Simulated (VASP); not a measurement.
Given:

```xyz
63
Lattice="7.2489 0.0000 0.0000 0.0000 7.2489 0.0000 0.0000 0.0000 7.2489" Properties=species:S:1:pos:R:3 pbc="T T T"
B      3.6234     0.0127     0.0115
B      5.4293     1.8169     0.0109
B      5.4295     0.0124     1.8149
B      7.2487     7.2488     7.2466
B      1.8142     1.8076     7.2399
B      3.6290     3.6175     0.0024
B      5.4429     5.4344     7.2457
B      1.8140     7.2415     1.8059
B      3.5433     1.8701     1.8704
B      5.5353     3.6587     1.7738
B      3.6281     0.0031     3.6163
B      5.5332     1.7761     3.6553
B      5.4420     7.2477     5.4328
B      0.0056     3.6266     7.2367
B      1.8172     5.4375     7.2430
B      0.0139     1.8090     1.8069
B      1.8037     3.6303     1.8010
B      3.6288     5.4286     1.8137
B      0.0052     7.2386     3.6254
B      1.8028     1.8020     3.6293
B      3.5440     3.5604     3.5597
B      5.4295     5.4207     3.6147
B      1.8169     7.2441     5.4363
B      3.6279     1.8152     5.4274
B      5.4290     3.6166     5.4186
B      0.0063     5.4440     1.8043
B      0.0139     3.6249     3.6227
B      1.8140     5.4403     3.6242
B      0.0050     1.8065     5.4417
B      1.8138     3.6255     5.4388
B      3.6229     5.4194     5.4186
B      7.2488     5.4338     5.4320
N      4.5237     0.9475     0.9461
N      6.3598     2.7161     0.9041
N      6.3591     0.9063     2.7140
N      0.9124     0.9017     0.8996
N      2.7053     2.7272     0.8990
N      4.5367     4.5060     0.9252
N      6.3399     6.3478     0.9039
N      2.7042     0.8995     2.7263
N      6.3606     4.5280     2.7154
N      4.5357     0.9265     4.5047
N      6.3589     2.7176     4.5248
N      6.3392     0.9060     6.3459
N      0.9029     4.5369     0.8943
N      2.7254     6.3402     0.9032
N      0.9083     2.7164     2.7150
N      2.7052     4.5320     2.7038
N      4.5320     6.3408     2.7149
N      0.9018     0.8958     4.5359
N      2.7044     2.7050     4.5311
N      4.5235     4.4852     4.4836
N      6.3393     6.3346     4.5258
N      2.7251     0.9043     6.3389
N      4.5318     2.7165     6.3393
N      6.3397     4.5272     6.3326
N      0.9050     6.3411     2.7150
N      0.9124     4.5318     4.5301
N      2.7248     6.3410     4.5271
N      0.9048     2.7165     6.3389
N      2.7249     4.5281     6.3402
N      4.5328     6.3408     6.3392
N      0.9067     6.3411     6.3397
```

Computed with HSE06 screened hybrid, VASP's PBE PAW potentials (set 64) (plane waves; VASP 6.6.1). Run with PREC = Normal, LREAL = Auto, ISYM = 0, EDIFF = 1E-5, 400 eV cut-off, 1×1×1 Γ-centred mesh, Gaussian smearing of 0.050 eV, potentials B N. Starting moments (MAGMOM): 63*0.0159. The cell's moment is fixed (NUPDOWN = 1).

The supercell is sampled at Γ alone, which is coarse: total energies, pressure and levels can be off, energies of defects by several tenths of an eV.

Question: What does the run give for the cell moment, energy per atom (σ→0)?

Answer: 
* **cell moment**: 1.00 μB
* **energy per atom (σ→0)**: -10.035 eV/atom

Question: Give the moment on each site (PAW-sphere projection).

Answer: 
| site | moment (μB) |
|---|---|
| B1 | 0.00 |
| B2 | 0.00 |
| B3 | 0.00 |
| B4 | 0.00 |
| B5 | 0.01 |
| B6 | 0.00 |
| B7 | 0.00 |
| B8 | 0.01 |
| B9 | 0.10 |
| B10 | 0.13 |
| B11 | 0.00 |
| B12 | 0.12 |
| B13 | 0.00 |
| B14 | 0.00 |
| B15 | 0.00 |
| B16 | 0.01 |
| B17 | 0.00 |
| B18 | 0.00 |
| B19 | 0.00 |
| B20 | 0.00 |
| B21 | 0.10 |
| B22 | 0.00 |
| B23 | 0.00 |
| B24 | 0.00 |
| B25 | 0.00 |
| B26 | 0.00 |
| B27 | 0.01 |
| B28 | 0.01 |
| B29 | 0.00 |
| B30 | 0.01 |
| B31 | 0.00 |
| B32 | 0.00 |
| N33 | 0.00 |
| N34 | 0.01 |
| N35 | 0.01 |
| N36 | 0.00 |
| N37 | 0.01 |
| N38 | 0.00 |
| N39 | 0.00 |
| N40 | 0.01 |
| N41 | 0.01 |
| N42 | 0.00 |
| N43 | 0.01 |
| N44 | 0.00 |
| N45 | 0.00 |
| N46 | 0.00 |
| N47 | 0.00 |
| N48 | 0.01 |
| N49 | 0.00 |
| N50 | 0.00 |
| N51 | 0.01 |
| N52 | 0.00 |
| N53 | 0.00 |
| N54 | 0.00 |
| N55 | 0.00 |
| N56 | 0.00 |
| N57 | 0.01 |
| N58 | 0.00 |
| N59 | 0.00 |
| N60 | 0.01 |
| N61 | 0.00 |
| N62 | 0.00 |
| N63 | 0.00 |

The absolute energy has meaning only against runs of the same code, potentials and settings.

The cell is a supercell with a defect, built from BN (zinc blende): vac_N. The cell's shape comes from a PBE relaxation.
